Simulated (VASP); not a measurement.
Method: PBE GGA, VASP's PBE PAW potentials (set 64) (plane waves; VASP).

VASP ran on this input.

### INCAR
```
# general
SYSTEM =Sn
PREC   =Accurate
ENCUT  =300
LREAL  =F
LASPH  =T

# electronic loop
EDIFF  =1E-6
NELM   =100
ALGO   =Normal
LMAXMIX=4

# smearing
ISMEAR =1
SIGMA  =0.05

# functional
GGA    =PE

# ions
ISIF   =2

# output
LWAVE  =F
LCHARG =F
```

KPOINTS:
```
Automatic mesh
0
Gamma
12 12 12
0 0 0
```

**POSCAR**
```
Sn
1
   -2.9401400000     2.9401400000     1.5993000000
    2.9401400000    -2.9401400000     1.5993000000
    2.9401400000     2.9401400000    -1.5993000000
Sn
2
Direct
  0.7500000000   0.2500000000   0.5000000000
  0.0000000000   0.0000000000   0.0000000000
```

POTCAR, in this order: Sn_d (PBE.64 set). Program: vasp_std.

The run wrote:

**OSZICAR**
```
       N       E                     dE             d eps       ncg     rms          rms(c)
DAV:   1     0.171090090847E+03    0.17109E+03   -0.11429E+04  5886   0.176E+03
DAV:   2     0.661036113889E+01   -0.16448E+03   -0.16259E+03  5912   0.364E+02
DAV:   3    -0.726513127890E+01   -0.13875E+02   -0.13766E+02  6736   0.119E+02
DAV:   4    -0.761092623247E+01   -0.34579E+00   -0.34482E+00  6630   0.206E+01
DAV:   5    -0.762331266904E+01   -0.12386E-01   -0.12386E-01  7888   0.338E+00    0.228E+00
DAV:   6    -0.760952951263E+01    0.13783E-01   -0.26534E-02  7582   0.247E+00    0.129E+00
DAV:   7    -0.760554447597E+01    0.39850E-02   -0.18849E-02  7604   0.201E+00    0.144E-01
DAV:   8    -0.760546457756E+01    0.79898E-04   -0.17598E-03  6740   0.619E-01    0.338E-02
DAV:   9    -0.760547364410E+01   -0.90665E-05   -0.45621E-05  7238   0.674E-02    0.130E-02
DAV:  10    -0.760547226671E+01    0.13774E-05   -0.58133E-06  6490   0.339E-02    0.199E-03
DAV:  11    -0.760547218713E+01    0.79578E-07   -0.21674E-07  3228   0.665E-03
   1 F= -.76054722E+01 E0= -.76054863E+01  d E =0.422711E-04
```

### OUTCAR
```
------------------------ aborting loop because EDIFF is reached ----------------------------------------
  FORCE on cell =-STRESS in cart. coord.  units (eV):
  Direction    XX          YY          ZZ          XY          YZ          ZX
  --------------------------------------------------------------------------------------
  Total        0.2976013      0.2976013      0.2917988      0.0000000      0.0000000      0.0000000
  in kB        8.6222257      8.6222257      8.4541141      0.0000000      0.0000000      0.0000000
  external PRESSURE =       8.5661885 kB  Pullay stress =       0.0000000 kB
  volume of cell :       55.30
      direct lattice vectors                 reciprocal lattice vectors
    -2.940140000  2.940140000  1.599300000     0.000000000  0.170059929  0.312636779
     2.940140000 -2.940140000  1.599300000     0.170059929  0.000000000  0.312636779
     2.940140000  2.940140000 -1.599300000     0.170059929  0.170059929  0.000000000
 POSITION                                       TOTAL-FORCE (eV/Angst)
 -----------------------------------------------------------------------------------
     -0.00000      2.94014      0.79965         0.000000     -0.000000     -0.000000
      0.00000      0.00000      0.00000        -0.000000      0.000000      0.000000
 -----------------------------------------------------------------------------------
    total drift:                               -0.000000      0.000000      0.000000
  FREE ENERGIE OF THE ION-ELECTRON SYSTEM (eV)
  ---------------------------------------------------
  free  energy   TOTEN  =        -7.6054721871 eV

  energy  without entropy=       -7.6055144582  energy(sigma->0) =       -7.60548628
```
(Selected blocks of OUTCAR.)

**OUTCAR**
```
 val. band max:        7.7381449228   @ k =   0.4167   0.4167   0.0000

 cond. band min:       7.7693475670   @ k =  -0.4167   0.1667  -0.0000


 Fermi energy:         7.7391371771

 k-point     1 :       0.0000    0.0000    0.0000
  band No.  band energies     occupation
      1     -13.8605      2.00000
      2     -13.7829      2.00000
      3     -13.7396      2.00000
      4     -13.7306      2.00000
      5     -13.5875      2.00000
      6     -13.5875      2.00000
      7     -13.5775      2.00000
      8     -13.5774      2.00000
      9     -13.4946      2.00000
     10     -13.3901      2.00000
     11      -3.2506      2.00000
     12       4.0416      2.00000
     13       5.8115      2.00000
     14       5.8116      2.00000
     15      10.7463      0.00000
     16      13.8662      0.00000
     17      13.8662      0.00000
     18      14.4858      0.00000

 k-point     2 :       0.0833    0.0000    0.0000
  band No.  band energies     occupation
      1     -13.8560      2.00000
      2     -13.7696      2.00000
      3     -13.7347      2.00000
      4     -13.7149      2.00000
      5     -13.5970      2.00000
      6     -13.5954      2.00000
      7     -13.5784      2.00000
      8     -13.5778      2.00000
      9     -13.4967      2.00000
     10     -13.3942      2.00000
     11      -3.1149      2.00000
     12       3.8645      2.00000
     13       5.8234      2.00000
     14       6.2460      2.00000
     15      10.9759      0.00000
     16      13.0713      0.00000
     17      13.4397      0.00000
     18      13.7062      0.00000

 k-point     3 :       0.1667    0.0000    0.0000
  band No.  band energies     occupation
      1     -13.8437      2.00000
      2     -13.7354      2.00000
      3     -13.7216      2.00000
      4     -13.6791      2.00000
      5     -13.6175      2.00000
      6     -13.6032      2.00000
      7     -13.5871      2.00000
      8     -13.5852      2.00000
      9     -13.5035      2.00000
...
```

At this cut-off the stress carries a Pulay error, which pulls relaxed volumes low. Unless said otherwise, spin-orbit coupling is left out, though it shifts the bands of the heavy elements here.

The structure comes from a computed database's Sn entry; how it stands against other phases isn't given here. The cell was not relaxed at this level.
